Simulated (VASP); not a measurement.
Output of a VASP run:

### OSZICAR
```
       N       E                     dE             d eps       ncg     rms          rms(c)
DAV:   1     0.555900989024E+01    0.55590E+01   -0.13980E+03   684   0.425E+02
DAV:   2    -0.428532685907E+01   -0.98443E+01   -0.92745E+01   924   0.655E+01
DAV:   3    -0.448800205935E+01   -0.20268E+00   -0.18850E+00   816   0.924E+00
DAV:   4    -0.449240951335E+01   -0.44075E-02   -0.44066E-02   984   0.102E+00
DAV:   5    -0.449243156026E+01   -0.22047E-04   -0.22047E-04   882   0.403E-02    0.175E+00
DAV:   6    -0.449181226117E+01    0.61930E-03   -0.45863E-04   852   0.174E-01    0.103E+00
DAV:   7    -0.449131850059E+01    0.49376E-03   -0.11147E-03   768   0.265E-01    0.613E-02
DAV:   8    -0.449132799241E+01   -0.94918E-05   -0.35221E-05   918   0.523E-02    0.484E-03
DAV:   9    -0.449132892937E+01   -0.93695E-06   -0.72027E-07   906   0.773E-03
   1 F= -.44913289E+01 E0= -.44915733E+01  d E =-.449133E+01
       N       E                     dE             d eps       ncg     rms          rms(c)
DAV:   1    -0.457128864923E+01   -0.79961E-01   -0.18768E+00   714   0.795E+00    0.113E+00
DAV:   2    -0.452947978350E+01    0.41809E-01   -0.36451E-02   732   0.147E+00    0.656E-01
DAV:   3    -0.450775900285E+01    0.21721E-01   -0.45390E-02   714   0.118E+00    0.201E-01
DAV:   4    -0.450775623810E+01    0.27648E-05   -0.49399E-04   798   0.209E-01    0.189E-01
DAV:   5    -0.450767621776E+01    0.80020E-04   -0.50619E-05   744   0.623E-02    0.100E-01
DAV:   6    -0.450767492991E+01    0.12879E-05   -0.16758E-06   780   0.132E-02    0.306E-02
DAV:   7    -0.450767565424E+01   -0.72433E-06   -0.17749E-07   492   0.280E-03
   2 F= -.45076757E+01 E0= -.45078150E+01  d E =-.163467E-01
       N       E                     dE             d eps       ncg     rms          rms(c)
DAV:   1    -0.451914065952E+01   -0.11466E-01   -0.18609E-01   708   0.244E+00    0.358E-01
DAV:   2    -0.451491014719E+01    0.42305E-02   -0.38893E-03   738   0.489E-01    0.211E-01
DAV:   3    -0.451269843973E+01    0.22117E-02   -0.46767E-03   702   0.379E-01    0.584E-02
DAV:   4    -0.451269746010E+01    0.97963E-06   -0.49575E-05   810   0.661E-02    0.533E-02
DAV:   5    -0.451269154828E+01    0.59118E-05   -0.44941E-06   738   0.184E-02    0.235E-02
DAV:   6    -0.451269086879E+01    0.67948E-06   -0.13926E-07   516   0.381E-03
   3 F= -.45126909E+01 E0= -.45129091E+01  d E =-.213619E-01
```

File OUTCAR:
```
------------------------ aborting loop because EDIFF is reached ----------------------------------------
  FORCE on cell =-STRESS in cart. coord.  units (eV):
  Direction    XX          YY          ZZ          XY          YZ          ZX
  --------------------------------------------------------------------------------------
  Total        0.0007444      0.0007444      0.0007444      0.0000000      0.0000000      0.0000000
  in kB        0.0413155      0.0413155      0.0413155      0.0000000      0.0000000      0.0000000
  external PRESSURE =       0.0413155 kB  Pullay stress =       0.0000000 kB
  volume of cell :       28.87
      direct lattice vectors                 reciprocal lattice vectors
     3.067634156  0.000000000  0.000000000     0.325984113  0.000000000  0.000000000
    -0.000000000  3.067634156  0.000000000    -0.000000000  0.325984113  0.000000000
    -0.000000000 -0.000000000  3.067634156    -0.000000000 -0.000000000  0.325984113
 POSITION                                       TOTAL-FORCE (eV/Angst)
 -----------------------------------------------------------------------------------
      0.00000      0.00000      0.00000         0.000000     -0.000000      0.000000
 -----------------------------------------------------------------------------------
    total drift:                                0.000000      0.000000      0.000000
  FREE ENERGIE OF THE ION-ELECTRON SYSTEM (eV)
  ---------------------------------------------------
  free  energy   TOTEN  =        -4.5126908688 eV

  energy  without entropy=       -4.5133457083  energy(sigma->0) =       -4.51290915

 reached required accuracy - stopping structural energy minimisation
```
(Selected blocks of OUTCAR.)

POSCAR:
```
Sb
1
    3.1346100000     0.0000000000     0.0000000000
    0.0000000000     3.1346100000     0.0000000000
    0.0000000000     0.0000000000     3.1346100000
Sb
1
Direct
  0.0000000000   0.0000000000   0.0000000000
```

**Question.** Reconstruct the remaining input files.

**Answer.** This is not unique; one that fits is the input of the run itself, PBEsol GGA, plane waves, VASP's PBE PAW potentials (set 64).

**KPOINTS**
```
Automatic mesh
0
G
  11 11 11
```

**INCAR**
```
SYSTEM = Sb
PREC = Accurate
ENCUT = 400
EDIFF = 1E-6
NELM = 100
ALGO = Normal
LREAL = .FALSE.
LASPH = .TRUE.
ISMEAR = 1
SIGMA = 0.1
GGA = PS
LMAXMIX = 4
LWAVE = .FALSE.
LCHARG = .FALSE.
IBRION = 2
ISIF = 3
NSW = 60
EDIFFG = -0.01
```

POTCAR, in this order: Sb (PBE.64 set). Program: vasp_std.

Energy and stress use the plane-wave basis of the starting cell.

The structure was generated: Sb was put into the simple-cubic type (Pm-3m), which need not be its known phase. This run relaxes it. Symmetry was kept, so distortions that lower it aren't found.
